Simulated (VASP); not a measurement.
A convergence study with VASP on MgI₂ (1T layered): one setting is varied, all else stays as given below, so the limit is that of these other settings. ε∞ is the independent-particle value.

```
MgI2
1.0
    2.07500    -3.59401     0.00000
    2.07500     3.59401     0.00000
    0.00000     0.00000     6.86000
Mg I
1 2
Direct
  0.00000   0.00000   0.00000
  0.33333   0.66667   0.24200
  0.66667   0.33333   0.75800
```

Calculation: PBE GGA, VASP's PBE PAW potentials (set 64) (plane waves; VASP 6.6.1). The tightest run used: 550 eV cut-off, 5×5×3 Γ-centred mesh, Gaussian smearing of 0.050 eV, potentials Mg I.

Task: The settings run are NBANDS = 9; NBANDS = 10; NBANDS = 12; NBANDS = 16; NBANDS = 24; NBANDS = 40; NBANDS = 72; NBANDS = 136. From which on does the mean ε∞ stay within 0.3  of the tightest run?

Result: From NBANDS = 16 on: it is off by 0.23 there and by no more than 0.3 in any finer run, while NBANDS = 12 is off by 0.86.
```csv
setting,mean ε∞,bands,difference judged ()
NBANDS = 9,2.26,9,2.67
NBANDS = 10,3.25,10,1.68
NBANDS = 12,4.07,12,0.86
NBANDS = 16,4.70,16,0.23
NBANDS = 24,4.89,24,0.05
NBANDS = 40,4.92,40,0.01
NBANDS = 72,4.93,72,0.00
NBANDS = 136,4.93,136,0.00
```

Left out are rungs that failed or repeat a setting and relaxations that didn't move; long series are thinned to 24 rows.

The compound is MgI2 in the 1T layered structure. The cell was not relaxed at this level.
